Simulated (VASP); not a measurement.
Consider the following.

```yaml
crystal:
  lattice:
    - [4.68375, -1.70995, 0.00000]
    - [4.68375, 1.70995, 0.00000]
    - [-3.87457, 0.00000, 6.77028]
  atoms:
    - { symbol: Ta, position: [0.84251, 0.84251, 0.80384] }
    - { symbol: Ta, position: [0.15749, 0.15749, 0.19616] }
    - { symbol: As, position: [0.13975, 0.13975, 0.52784] }
    - { symbol: As, position: [0.86025, 0.86025, 0.47216] }
    - { symbol: As, position: [0.59435, 0.59435, 0.89408] }
    - { symbol: As, position: [0.40565, 0.40565, 0.10592] }
```

The numbers are results of PBEsol GGA, VASP's PBE PAW potentials (set 64) (plane waves; VASP), not measurements. Numerical set-up: 300 eV cut-off, 4×4×2 Γ-centred mesh, Fermi-Dirac smearing of 0.10 eV, potentials Ta_pv As.

### Question
Give the energies of bands 11 to 24 at the high-symmetry points, in eV from the Fermi level.

### Answer

```tsv
band	Γ	C	Y2	M2	D	A	V2
11	-6.32	-6.59	-5.01	-6.49	-6.52	-5.76	-5.92
12	-5.81	-5.80	-4.91	-5.97	-5.75	-5.38	-5.67
13	-4.95	-4.51	-4.38	-2.61	-4.73	-4.58	-5.00
14	-2.97	-4.07	-3.15	-2.17	-3.94	-4.12	-4.80
15	-2.21	-3.39	-2.59	-2.17	-3.42	-2.33	-3.87
16	-2.12	-2.96	-2.19	-2.12	-3.14	-2.27	-3.46
17	-2.02	-2.64	-2.02	-1.89	-2.96	-2.22	-2.97
18	-1.97	-2.36	-1.21	-1.16	-2.60	-2.00	-2.36
19	-1.22	-1.81	-0.98	-0.92	-2.33	-1.55	-2.08
20	-1.03	-1.72	-0.35	-0.77	-1.89	-0.87	-1.59
21	-0.48	-1.32	-0.12	0.00	-1.04	-0.41	-1.20
22	0.83	0.80	0.53	0.50	1.16	-0.06	1.46
23	1.16	0.93	0.82	1.02	1.44	2.05	1.92
24	1.71	1.77	1.69	1.30	1.62	2.19	2.31
```

It has no gap at this level: it comes out as a metal or semimetal.

The structure comes from a computed database's TaAs2 entry; how it stands against other phases isn't given here. The cell was not relaxed at this level. The k-mesh is coarse (spacing up to 0.50 per Å, 2π included), so the numbers may not be converged in it.
